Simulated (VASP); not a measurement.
Crystal: GaAs.

```
CELL_PARAMETERS angstrom
0.00000 2.83357 2.81237
2.83357 0.00000 2.81237
2.83357 2.83357 0.00000
ATOMIC_POSITIONS crystal
Ga 0.00000 0.00000 0.00000
As 0.25000 0.25000 0.25000
```

The cell was built by a generator and isn't the measured one.

Program: VASP 6.6.1. Alike in all runs: task electric field gradients; potentials or basis VASP PAW PBE potentials, release 64 (Ga_d, As); no spin polarisation; cell as given; smearing gaussian 0.02 eV. Hardware: 1 thread of Intel(R) Xeon(R) Platinum 8488C (Sapphire Rapids), on a shared host.

Problem. Order these runs on this cell by their wall time, lowest first.
A. level PBE; k mesh 12 × 12 × 12; cutoff (eV) 400; further INCAR settings ALGO = Fast; EDIFF = 1e-08
B. level PBE; k mesh 8 × 8 × 8; cutoff (eV) 600; further INCAR settings ALGO = Fast; EDIFF = 1e-08
C. level r2SCAN; k mesh 12 × 12 × 12; cutoff (eV) 600; further INCAR settings ALGO = Normal; EDIFF = 1e-08

Solution. B (25 s), A (54 s), C (250 s).
